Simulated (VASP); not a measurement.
Data:

```
CELL_PARAMETERS angstrom
      3.35973     0.00000     0.00000
      0.00000     3.35973     0.00000
      0.00000     0.00000     3.35973
ATOMIC_POSITIONS crystal
  Cs 0.00000 0.00000 0.00000
  Cl 0.50000 0.50000 0.50000
```

The numbers are results of LDA (Ceperley-Alder, Perdew-Zunger), VASP's LDA PAW potentials (set 64) (plane waves; VASP), not measurements. Settings: 500 eV cut-off, 8×8×8 Γ-centred mesh, Gaussian smearing of 0.050 eV, potentials Cs_sv Cl.

Unless said otherwise, spin-orbit coupling is left out, though it shifts the bands of the heavy elements here.

Problem. What does the run give for the energy per atom (σ→0), pressure, band gap (on the k-mesh) with the smallest direct gap where there is one?

Solution. 
```json
{
 "band gap (on the k-mesh)": "2.79 eV",
 "smallest direct gap (on the k-mesh)": "2.79 eV",
 "energy per atom (σ→0)": "-2.583 eV/atom",
 "pressure": "450.9 kbar"
}
```

The absolute energy has meaning only against runs of the same code, potentials and settings.

The compound is CsCl in the CsCl type structure. It was relaxed first under an external pressure of 45 GPa.
